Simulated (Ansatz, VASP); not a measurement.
## Cross-check of NaVF3 between VASP and Ansatz

Wanted: the spread between two codes on one cell, functional and k mesh. The cell is taken from a series of runs on this material, whose earlier steps may have relaxed, scaled, displaced or heated it; both programs get it as it stands.

Method: plane waves, with VASP 6.6.1 beside it; relaxation of cell and atoms at PBEsol, in Ansatz 0.2.0.

## Step 1: The structure

It takes space group R-3c (No. 167, trigonal). Conventional cell: a = 5.647 Å, b = 5.647 Å, c = 13.309 Å, α = 90.00°, β = 90.00°, γ = 120.00°. Nearest to Na lie 9 F at 2.26 to 2.81 Å. V has 6 F at 2.05 Å nearest. F has 2 V at 2.05 Å and 3 Na at 2.26 to 2.81 Å nearest. Farther neighbours and most contacts between anions are not listed.

## Step 2: Ansatz: relaxation of cell and atoms, PBEsol

Ansatz runs on its PAW soft_1 files.

The relaxed volume is the usual yardstick between codes: in a stiff, nearly cubic crystal its relative difference is about their pressure difference at one cell divided by the bulk modulus.

input.yaml reads:

```yaml
crystal:
  lattice:
    - [2.8234442487, 1.630116297, 4.4364471339]
    - [-2.8234442487, 1.630116297, 4.4364471339]
    - [0.0, -3.2602325941, 4.4364471339]
  atoms:
    - { symbol: Na, position: [0.7500000102, 0.7500000102, 0.7500000102] }
    - { symbol: Na, position: [0.2499999898, 0.2499999898, 0.2499999898] }
    - { symbol: V, position: [0.5, 0.5, 0.5], spin: 2.36 }
    - { symbol: V, position: [0.0, 0.0, 0.0], spin: -2.36 }
    - { symbol: F, position: [0.7500000064, 0.1497007464, 0.3502992526] }
    - { symbol: F, position: [0.2499999936, 0.8502992536, 0.6497007474] }
    - { symbol: F, position: [0.1497007464, 0.3502992526, 0.7500000064] }
    - { symbol: F, position: [0.8502992536, 0.6497007474, 0.2499999936] }
    - { symbol: F, position: [0.6497007474, 0.2499999936, 0.8502992536] }
    - { symbol: F, position: [0.3502992526, 0.7500000064, 0.1497007464] }
kpoints:
  mp_grid: { grid: [6, 6, 6] }
hamiltonian:
  xc: pbesol
  pseudopotentials: { kind: paw, azcp: { folder: soft_1 }, xc_functional: pbe }
scf:
  occupations: { method: gaussian, width: 0.15 }
output:
  forces: true
  stress: true
  eigenvalues: true
  populations: true
magnetization:
  spin_polarized: true
relax:
  adjacent_minimum: "off"
  f_tol: 0.001
  max_steps: 60
  cell: { stress_tol: 0.01 }
```

Launch:

```console
$ ansatz run input.yaml --threads 4 --pin off --max-ram 10240MiB --backend cpu --events-out ev --progress --plain --runs-dir out
```

Numbers of over 12 decimals in the logs are rounded to 6 here.

The program printed:

```text
Engine: ansatz 0.2.0, aarch64-unknown-linux-gnu
Pseudopotentials: kind: paw
Pseudopotential: Na, paw, valence charge 9, recommended cutoff 420 eV (normal), soft_1/Na.paw.azcp
Pseudopotential: V, paw, valence charge 13, recommended cutoff 420 eV (normal), soft_1/V.paw.azcp
Pseudopotential: F, paw, valence charge 7, recommended cutoff 420 eV (normal), soft_1/F.paw.azcp
Functional definition: PBEsol
  exchange = pbesol_x
  correlation = pbesol_c
Crystal: 10 atoms, lattice volume = 122.514 Å³
Basis set: ecut = 420 eV, 2373 PW (Γ), exchange–correlation on 80×80×80 points (8 copies of the dense FFT grid, shifted against one another)
Bands: 56, of which v1, the nominal top of the filled ones, is band 43 counted from 1 (42 counted from 0)
Symmetry: 6 space group operations
Space group: R-3 (ITA 148), of the structure as read, at distance tolerance 5.0e-5 Å
Magnetic group: BNS 167.107 (UNI 1337), of the structure as read, at distance tolerance 5.0e-5 Å
k-points: 40 of 216
Non-local potential: Na, projectors of the file, l = 0: 3, l = 1: 2, l = 2: 1
Non-local potential: V, projectors of the file, l = 0: 3, l = 1: 2, l = 2: 3, l = 3: 1
Non-local potential: F, projectors of the file, l = 0: 2, l = 1: 2, l = 2: 1
PAW form: soft (Blöchl's): semilocal exchange-correlation on the pseudo side does not see the compensation charge
PAW frozen core: Na, regenerated for the run's functional, and the local potential with it (the file was generated under x = pbe(κ = 0.804, μ = 0.219515), c = pbe(β = 0.066725))
PAW frozen core: V, regenerated for the run's functional, and the local potential with it (the file was generated under x = pbe(κ = 0.804, μ = 0.219515), c = pbe(β = 0.066725))
PAW frozen core: F, regenerated for the run's functional, and the local potential with it (the file was generated under x = pbe(κ = 0.804, μ = 0.219515), c = pbe(β = 0.066725))
PAW one-centre angular grid: Na, 110 points (default); XC on 64 Gauss nodes
PAW one-centre angular grid: V, 590 points (default); XC on 64 Gauss nodes
PAW one-centre angular grid: F, 110 points (default); XC on 64 Gauss nodes
Initial density: superposition of atomic densities (chi_scale 0.1, normalization cell, long waves kept (reshape's long-wave potential 0.01 eV rms))
Starting moments: Σ|m| = 4.72 μB on 2 of 10 sites
Starting magnetic order: altermagnet, g-wave, bulk spin-momentum locking; spin-degenerate planes through Γ normal to [0 1 -1], [1 -1 0], [1 0 -1] of the run's lattice
Initial wavefunctions: pseudopotential atomic-orbital guess
Functional: x = pbesol(κ = 0.804, μ = 0.123457), c = pbesol(β = 0.046)
SCF iter   1: F=—  HF=-13543.315025 eV  |F-HF|=—  |Δ(HF+E_count)|=         —  Δρ=1.22e-1 (↑1.22e-1 ↓1.22e-1)  dr2=5.84e1  dr2_m=1.45e0  M=0.000 μB ∫|m|=5.573 μB  β_m=0.30  ethr=3.10e-3  ⟨swp⟩=5.3  Hψ=15783  notcnv=0  defer=44
Mixer restart at iter 1: flushing history
preconditioner: auto → Resta (q_TF=auto, 2.572 Å⁻¹)  ε∞=5.3  [insulator: Δε(μ)=0.865 eV  Ē_g=11.883 eV  σ=0.150 eV  W_gap=1.00  n_scr=26 (ndim 8)  ℏωp=24.7 eV  f_vac=0.000  D(μ)=0.00/eV (n_scr^D=0)  ε∞_Penn≈5.3]
spin=Collinear: Resta preconditioning applied to the charge; magnetization (m = ρ↑ − ρ↓) channel mixes plain (no charge-response kernel on spin).
SCF iter   2: F=—  HF=-13535.764399 eV  |F-HF|=—  |Δ(HF+E_count)|=    7.55e0  Δρ=5.03e-2 (↑5.03e-2 ↓5.03e-2)  dr2=1.02e1  dr2_m=6.03e-1  M=-0.000 μB ∫|m|=5.697 μB  β_m=0.39  ethr=3.10e-3  ⟨swp⟩=3.0  Hψ=9886  notcnv=0  defer=414
SCF iter   3: F=—  HF=-13533.970867 eV  |F-HF|=—  |Δ(HF+E_count)|=    1.79e0  Δρ=2.03e-2 (↑2.03e-2 ↓2.03e-2)  dr2=1.68e0  dr2_m=1.04e-1  M=0.000 μB ∫|m|=5.788 μB  β_m=0.60  ethr=3.10e-3  ⟨swp⟩=3.0  Hψ=9567  notcnv=0  defer=380
SCF iter   4: F=—  HF=-13533.426885 eV  |F-HF|=—  |Δ(HF+E_count)|=   5.44e-1  Δρ=6.30e-3 (↑6.30e-3 ↓6.30e-3)  dr2=1.26e-1  dr2_m=3.99e-3  M=0.000 μB ∫|m|=5.861 μB  β_m=0.75  ethr=1.95e-3  ⟨swp⟩=2.2  Hψ=8071  notcnv=0  defer=364
SCF iter   5: F=—  HF=-13533.469524 eV  |F-HF|=—  |Δ(HF+E_count)|=         —  Δρ=1.52e-3 (↑1.52e-3 ↓1.52e-3)  dr2=1.10e-2  dr2_m=5.30e-5  M=-0.000 μB ∫|m|=5.875 μB  β_m=0.75  ethr=1.46e-4  ⟨swp⟩=3.0  Hψ=8998  notcnv=0  defer=360
Mixer restart at iter 5: flushing history
SCF iter   6: F=—  HF=-13533.473290 eV  |F-HF|=—  |Δ(HF+E_count)|=   3.77e-3  Δρ=7.81e-4 (↑7.81e-4 ↓7.80e-4)  dr2=2.55e-3  dr2_m=5.07e-5  M=0.000 μB ∫|m|=5.878 μB  β_m=0.87  ethr=1.28e-5  ⟨swp⟩=2.0  Hψ=6160  notcnv=0  defer=360
SCF iter   7: F=—  HF=-13533.475073 eV  |F-HF|=—  |Δ(HF+E_count)|=   1.78e-3  Δρ=6.38e-4 (↑6.38e-4 ↓6.37e-4)  dr2=1.31e-3  dr2_m=7.37e-6  M=-0.000 μB ∫|m|=5.878 μB  β_m=0.76  ethr=2.97e-6  ⟨swp⟩=2.0  Hψ=6618  notcnv=0  defer=360
[...]
eigensolver tolerance schedule: the retry pair's looser diagonalisation over-reported the residual by 62594.10 of it (diagonalisation noise at an unbounded share of the residual, at the tolerance the schedule requests for it); recorded, not acted on — ethr = c·dr2/N_el stays at c = 1.0e-1
spin=Collinear: Resta preconditioning applied to the charge; magnetization (m = ρ↑ − ρ↓) channel mixes plain (no charge-response kernel on spin).
SCF iter   2: F=—  HF=-13533.475067 eV  |F-HF|=—  |Δ(HF+E_count)|=   1.55e-6  Δρ=6.80e-7 (↑6.80e-7 ↓6.36e-7)  dr2=1.03e-9  dr2_m=1.47e-11  M=0.000 μB ∫|m|=5.878 μB  β_m=0.40  ethr=1.65e-12  ⟨swp⟩=3.8  Hψ=12244  notcnv=0
SCF iter   3: F=—  HF=-13533.475067 eV  |F-HF|=—  |Δ(HF+E_count)|=  2.18e-10  Δρ=4.35e-7 (↑4.35e-7 ↓4.16e-7)  dr2=2.33e-10  dr2_m=4.97e-12  M=0.000 μB ∫|m|=5.878 μB  β_m=0.70  ethr=1.20e-12  ⟨swp⟩=2.0  Hψ=5780  notcnv=0
SCF iter   4: F=—  HF=-13533.475067 eV  |F-HF|=—  |Δ(HF+E_count)|=  2.73e-10  Δρ=1.12e-7 (↑1.12e-7 ↓9.92e-8)  dr2=2.45e-11  dr2_m=1.47e-12  M=-0.000 μB ∫|m|=5.878 μB  β_m=0.66  ethr=1.00e-12  ⟨swp⟩=2.5  Hψ=7800  notcnv=0
SCF iter   5: F=—  HF=-13533.475067 eV  |F-HF|=—  |Δ(HF+E_count)|=  3.64e-12  Δρ=5.17e-8 (↑5.17e-8 ↓4.59e-8)  dr2=8.11e-12  dr2_m=1.25e-13  M=-0.000 μB ∫|m|=5.878 μB  β_m=0.73  ethr=1.00e-12  ⟨swp⟩=1.0  Hψ=4480  notcnv=0
SCF iter   6: F=—  HF=-13533.475067 eV  |F-HF|=—  |Δ(HF+E_count)|=  3.64e-12  Δρ=2.34e-8 (↑2.34e-8 ↓2.06e-8)  dr2=1.88e-12  dr2_m=5.42e-14  M=-0.000 μB ∫|m|=5.878 μB  β_m=0.87  ethr=1.00e-12  ⟨swp⟩=1.0  Hψ=4480  notcnv=0
SCF iter   7: F=-13533.475067 eV  HF=-13533.475067 eV  |F-HF|=3.64e-12  |Δ(HF+E_count)|=  3.64e-12  Δρ=7.40e-9 (↑7.40e-9 ↓7.01e-9)  dr2=1.67e-13  dr2_m=6.10e-15  M=-0.000 μB ∫|m|=5.878 μB  ethr=1.00e-12  ⟨swp⟩=3.6  Hψ=14510  notcnv=0
SCF 5 converged in 7 iterations: F = -13533.475067 eV  dr2 = 1.67e-13
relax step   5: F+E_penalty+E_count = -13533.47506697 eV  Δ(F+E_penalty+E_count) = +5.154e-5 eV  max|allowed force component| = 2.844e-6 eV/Å  Δτ_max = 0.0000 Å  P = -0.001 GPa  Ω = 122.486 Å³  stress off target by 1.72e-3 GPa  SCF on the basis re-selected at this cell (its energy is not comparable with the rows above)  (7 SCF iters)
basis re-selected at this cell: Δ(F+E_penalty+E_count) = +5.154e-5 eV, ΔP = -0.000 GPa vs the last step (what re-selecting the basis moved, of the pressure what is left beyond the Pulay correction that the steps carried, after the strain that the cell walked since its last selection, with what the two solves' SCF thresholds leave and, on support functions, any second-order correction that the steps lacked; it is no m [...]
SCF converged after 7 iterations
Magnetization: -0.0000 μB (43.0000 up, 43.0000 down)
Absolute magnetization: 5.8767 μB (∫|ρ↑−ρ↓|, with the PAW one-centre terms)
Spin contamination: 2.9355 ħ² per cell (⟨S²⟩ above its minimum at these occupations)
Per-site moments (μB) at R_I (Å): [(-8.44985344887776e-9, 0.931031), (-8.449853474727023e-9, 0.931031), (2.142216, 0.846177), (-2.142216, 0.846177), (-4.995028743247355e-10, 0.846177), (-4.995029604344672e-10, 0.846177), (-4.995028957812332e-10, 0.846177), (-4.995029018424951e-10, 0.846177), (-4.995029869703386e-10, 0.846177), (-4.995029825542264e-10, 0.846177)]
Free energy (F): -13533.475067 eV
Harris-Foulkes:  -13533.475067 eV  (|F-HF|=3.64e-12)
Internal energy: -13533.475063 eV  (E = F + TS)
E sigma→0 (E₀):  -13533.475065 eV
Entropy (-TS):   -0.000004 eV (-0.000 meV/atom)
Fermi energy:    8.822741 eV
--- Per-component energies (eV) ---
  E_band       = -1056.858622
  E_kinetic    = 2006.317338
  E_local      = -8770.678578  (includes V_loc(G=0)·N_el)
  E_nonlocal   = 1262.709120
  E_hartree    = 3240.369940
  E_xc         = -754.177286
  E_vxc        = -968.734113  (∫ρ·V_xc dr)
  E_paw        = -3962.692463  (= ΣΔE_a)
  E_vpaw       = -1067.217604  (= ΣTr[D̂ρ^β])
  E_aug_tail   = 0.005342  (compensation charges beyond the density's cutoff)
  E_ewald      = -6555.991879
  E_core_change = 0.663402  (= ΣΔE_core)
  E_smearing   = -0.000004  (= −TS)
  E_closure    = 0.000000  (closes the sum)
  Σ components = -13533.475067   (vs F -13533.475067, Δ=0.00e0)
--- Forces (eV/Å), atoms counted from 1 ---
  atom   1  Na    -0.00000000     0.00000000    -0.00000115
  atom   2  Na     0.00000000     0.00000000     0.00000115
  atom   3  V      0.00000000     0.00000000     0.00000000
  atom   4  V      0.00000000     0.00000000     0.00000000
  atom   5  F      0.00000217    -0.00000193     0.00000102
  atom   6  F     -0.00000217     0.00000193    -0.00000102
  atom   7  F     -0.00000276    -0.00000091     0.00000102
  atom   8  F      0.00000276     0.00000091    -0.00000102
  atom   9  F     -0.00000059    -0.00000284    -0.00000102
  atom  10  F      0.00000059     0.00000284     0.00000102
  max |Σ_I F_I| component: 1.01e-18 eV/Å
--- Stress (GPa, compression-positive) ---
       -0.000015       0.000000      -0.000000
       -0.000000      -0.000015       0.000000
       -0.000000       0.000000      -0.001723
  P = ⅓ Tr σ = -0.0006 GPa (-0.006 kbar)
--- Band table (eV; the first three rows and the last of 80) ---
  k-point 0 ↑: bands = [... 39 lower, 2.3194, 8.1605, 8.2385, 8.2385, 9.1764, 10.0581, 10.0581, 11.1388, ... 9 higher]
  k-point 1 ↑: bands = [... 39 lower, 2.2721, 8.2067, 8.2596, 8.2637, 9.4858, 10.1403, 10.1582, 11.1156, ... 9 higher]
  k-point 2 ↑: bands = [... 39 lower, 2.2380, 8.2731, 8.3032, 8.3131, 10.2150, 10.3937, 10.4424, 11.0800, ... 9 higher]
  k-point 39 ↓: bands = [... 39 lower, 1.9929, 8.2599, 8.3560, 8.3560, 10.5448, 10.5448, 10.8972, 11.0856, ... 9 higher]
--- Relaxed structure (3 steps of the walk, 3 accepted, 2 SCFs on fresh bases) ---
  F+E_penalty+E_count = -13533.47506697 eV   max|allowed force component| = 2.844e-6 eV/Å   (the final SCF, on the basis selected at the relaxed cell)
  cell:  # Å, volume = 122.4863 Å³
    - [2.823695, 1.630261, 4.434672]
    - [-2.823695, 1.630261, 4.434672]
    - [0, -3.260522, 4.434672]
  atoms:
    - { symbol: Na, position: [0.750000, 0.750000, 0.750000] }
    - { symbol: Na, position: [0.250000, 0.250000, 0.250000] }
    - { symbol: V, position: [0.500000, 0.500000, 0.500000] }
    - { symbol: V, position: [0, 0, 0] }
    - { symbol: F, position: [0.750000, 0.149662, 0.350338] }
    - { symbol: F, position: [0.250000, 0.850338, 0.649662] }
    - { symbol: F, position: [0.149662, 0.350338, 0.750000] }
    - { symbol: F, position: [0.850338, 0.649662, 0.250000] }
    - { symbol: F, position: [0.649662, 0.250000, 0.850338] }
    - { symbol: F, position: [0.350338, 0.750000, 0.149662] }
--- Löwdin populations: 10 sites ---
  site symbol       q [e]    m [muB]
     0     Na      8.2174    -0.0000
     1     Na      8.2174    -0.0000
     2      V     11.8885     2.8658
     3      V     11.8885    -2.8658
     4      F      7.5898    -0.0000
     5      F      7.5898    -0.0000
     6      F      7.5898    -0.0000
     7      F      7.5898    -0.0000
     8      F      7.5898    -0.0000
     9      F      7.5898    -0.0000
  spilling = 0.002899 (of n_electrons = 86.000000)
```

In the SCF lines HF is the Harris–Foulkes energy and dr2 the Hartree energy of the density residual, in eV; the loop may stop once dr2 is under the threshold and the program's other checks hold. Hψ counts applications of the Hamiltonian.

(Part 1 of 2 ends here.)

[Lines on the potential files, build, host, timing and source positions are cut from VASP's logs without a mark.]

[Logs are printed without paths, hosts, clocks, repeated set-up lines and the standing remarks that a program may print on its own settings, such as how far it seeks lower states.]

[Hosts, paths, dates, database ids (printed as entryN), source tags and the programs' standing remarks are cut or masked in the printed files.]
